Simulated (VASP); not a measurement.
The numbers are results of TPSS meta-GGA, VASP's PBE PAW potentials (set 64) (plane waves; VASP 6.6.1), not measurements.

VASP input:

File POSCAR:
```
In atom
1
   12.0000000000     0.0000000000     0.0000000000
    0.0000000000    12.5000000000     0.0000000000
    0.0000000000     0.0000000000    13.0000000000
In
1
Direct
  0.0000000000   0.0000000000   0.0000000000
```

KPOINTS:
```
Automatic mesh
0
gamma
1 1 1
```

### INCAR
```
! general
SYSTEM  = In atom
PREC    = Normal
ENCUT   = 520
LREAL   = .FALSE.
LASPH   = .TRUE.
ISYM    = 0

! electronic loop
EDIFF   = 1E-6
NELM    = 200
ALGO    = All
LMAXMIX = 4
LMIXTAU = .TRUE.

! smearing
ISMEAR  = 0
SIGMA   = 0.01

! functional
METAGGA = TPSS

! spin
ISPIN   = 2
MAGMOM  = 1
NUPDOWN = 1

! output
LWAVE   = .FALSE.
LCHARG  = .FALSE.
LORBIT  = 10
```

POTCAR, in this order: In_d (PBE.64 set). Program: vasp_gam. Read from the step before: WAVECAR.

Output

**OUTCAR**
```
 ion  position               nearest neighbor table
   1  0.000  0.000  0.000-
 Subroutine IBZKPT returns following result:
 Found      1 irreducible k-points:

 Following reciprocal coordinates:
            Coordinates               Weight
  0.000000  0.000000  0.000000      1.000000
   k-points           NKPTS =      1   k-points in BZ     NKDIM =      1   number of bands    NBANDS=     11
   number of dos      NEDOS =    301   number of ions     NIONS =      1
   total plane-waves  NPLWV = 392000
   dimension x,y,z NGX =    70 NGY =   70 NGZ =   80
   dimension x,y,z NGXF=   140 NGYF=  140 NGZF=  160
   ions per type =               1
   PREC   = normal    normal or accurate (medium, high low for compatibility)
   ISTART =      1    job   : 0-new  1-cont  2-samecut
   ICHARG =      0    charge: 1-file 2-atom 10-const
   ISPIN  =      2    spin polarized calculation?
   LNONCOLLINEAR =      F non collinear calculations
   LSORBIT =      F    spin-orbit coupling
   INIWAV =      1    electr: 0-lowe 1-rand  2-diag
   ENCUT  =  520.0 eV  38.22 Ry    6.18 a.u.  22.31 23.24 24.17*2*pi/ulx,y,z
   NELM   =    200;   NELMIN=  2; NELMDL=  0     # of ELM steps
   EDIFF  = 0.1E-05   stopping-criterion for ELM
   LREAL  =      F    real-space projection
...
```

File OSZICAR:
```
       N       E                     dE             d eps       ncg     rms           ort
SDA:   1    -0.830194849621E+01   -0.83019E+01    0.00000E+00    11   0.641E-01   0.000E+00
CGA:   2    -0.833189581999E+01   -0.29947E-01   -0.30045E-01    11   0.306E-01  -0.390E-03
CGA:   3    -0.833953717619E+01   -0.76414E-02   -0.76485E-02    11   0.232E-01  -0.309E-03
CGA:   4    -0.834377178024E+01   -0.42346E-02   -0.42519E-02    11   0.858E-02   0.388E-03
CGA:   5    -0.834736970648E+01   -0.35979E-02   -0.36020E-02    11   0.535E-02  -0.208E-04
CGA:   6    -0.834903029746E+01   -0.16606E-02   -0.16662E-02    11   0.231E-02  -0.810E-04
CGA:   7    -0.834937911014E+01   -0.34881E-03   -0.35861E-03    11   0.463E-03   0.106E-03
CGA:   8    -0.834950030535E+01   -0.12120E-03   -0.12126E-03    11   0.938E-04  -0.734E-05
SDA:   9    -0.834952998107E+01   -0.29676E-04   -0.32558E-04    11   0.746E-04  -0.261E-04
CGA:  10    -0.834953658184E+01   -0.66008E-05   -0.87901E-05    11   0.104E-04   0.162E-04
SDA:  11    -0.834953866621E+01   -0.20844E-05   -0.23331E-05    11   0.712E-05   0.444E-05
SDA:  12    -0.834954382492E+01   -0.51587E-05   -0.51588E-05    11   0.175E-04  -0.375E-05
SDA:  13    -0.834954448063E+01   -0.65571E-06   -0.16957E-05    11   0.315E-05   0.646E-05
   1 F= -.83495445E+01 E0= -.83495445E+01  d E =-.112030E-13  mag=     1.0000
```

File OUTCAR:
```
------------------------ aborting loop because EDIFF is reached ----------------------------------------
  FORCE on cell =-STRESS in cart. coord.  units (eV):
  Direction    XX          YY          ZZ          XY          YZ          ZX
  --------------------------------------------------------------------------------------
  Total       -0.0668825     -0.0724223     -0.0543596      0.0000000     -0.0000410     -0.0000044
  in kB       -0.0549526     -0.0595043     -0.0446634      0.0000000     -0.0000337     -0.0000036
  external PRESSURE =      -0.0530401 kB  Pullay stress =       0.0000000 kB
  volume of cell :     1950.00
      direct lattice vectors                 reciprocal lattice vectors
    12.000000000  0.000000000  0.000000000     0.083333333  0.000000000  0.000000000
     0.000000000 12.500000000  0.000000000     0.000000000  0.080000000  0.000000000
     0.000000000  0.000000000 13.000000000     0.000000000  0.000000000  0.076923077
 POSITION                                       TOTAL-FORCE (eV/Angst)
 -----------------------------------------------------------------------------------
      0.00000      0.00000      0.00000         0.000000     -0.000000      0.000000
 -----------------------------------------------------------------------------------
    total drift:                                0.000000     -0.000000      0.000000
  FREE ENERGIE OF THE ION-ELECTRON SYSTEM (eV)
  ---------------------------------------------------
  free  energy   TOTEN  =        -8.3495444806 eV

  energy  without entropy=       -8.3495444806  energy(sigma->0) =       -8.34954448

 total charge

# of ion       s       p       d       tot
------------------------------------------
    1        1.050   0.258   9.825  11.133

 magnetization (x)

# of ion       s       p       d       tot
------------------------------------------
    1        0.005   0.258  -0.005   0.257
```
(Selected blocks of OUTCAR.)

The atom may not be in its lowest state.

The cell is a free atom in a box.
